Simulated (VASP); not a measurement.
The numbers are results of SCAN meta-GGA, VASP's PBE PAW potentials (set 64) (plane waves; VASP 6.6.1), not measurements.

VASP ran on this input.

**POSCAR**
```
InP
1
    0.0000000000     2.9350000000     2.9350000000
    2.9350000000     0.0000000000     2.9350000000
    2.9350000000     2.9350000000     0.0000000000
In P
1 1
Direct
  0.0000000000   0.0000000000   0.0000000000
  0.2500000000   0.2500000000   0.2500000000
```

### KPOINTS
```
Automatic mesh
0
Gamma
7 7 7
0 0 0
```

INCAR:
```
ISIF  =  2   ! forces and stress, cell fixed
METAGGA  =  SCAN
NELM  =  100
ALGO  =  Normal
EDIFF  =  1E-6
SYSTEM  =  InP
SIGMA  =  0.05   ! width (eV)
ENCUT  =  400   ! plane-wave cut-off (eV)
LWAVE  =  .FALSE.
LMIXTAU  =  .TRUE.
LREAL  =  .FALSE.   ! projection in real space or not
ISMEAR  =  0   ! Gaussian
LMAXMIX  =  4
LCHARG  =  .FALSE.
PREC  =  Accurate
LASPH  =  .TRUE.
```

POTCAR, in this order: In_d P (PBE.64 set). Program: vasp_std.

Unless said otherwise, spin-orbit coupling is left out, though it shifts the bands of the heavy elements here.

Problem. What does the run give for the energy per atom (σ→0), band gap (on the k-mesh)?

Solution. 
The energy per atom (σ→0) is -22.181 eV/atom and the band gap (on the k-mesh) comes out as 1.04 eV.

OSZICAR:
```
...
DAV:  26    -0.443627263716E+02    0.11446E-03   -0.11133E-05   540   0.388E-02    0.579E-02
DAV:  27    -0.443627123876E+02    0.13984E-04   -0.58609E-06   520   0.328E-02    0.331E-02
DAV:  28    -0.443626811946E+02    0.31193E-04   -0.15623E-06   400   0.208E-02    0.130E-02
DAV:  29    -0.443626855589E+02   -0.43643E-05   -0.20357E-06   520   0.175E-02    0.682E-03
DAV:  30    -0.443626759226E+02    0.96364E-05   -0.18246E-07   285   0.749E-03    0.217E-03
DAV:  31    -0.443626728043E+02    0.31183E-05   -0.89419E-08   270   0.443E-03    0.730E-04
DAV:  32    -0.443626723494E+02    0.45491E-06   -0.31752E-08   260   0.275E-03
   1 F= -.44362672E+02 E0= -.44362672E+02  d E =-.605669E-14
```

The compound is InP in the zinc blende structure. The cell was not relaxed at this level. The run is one of a series of settings (GGA removed, LMIXTAU = .TRUE., METAGGA = SCAN against the base run), some of them coarse on purpose.
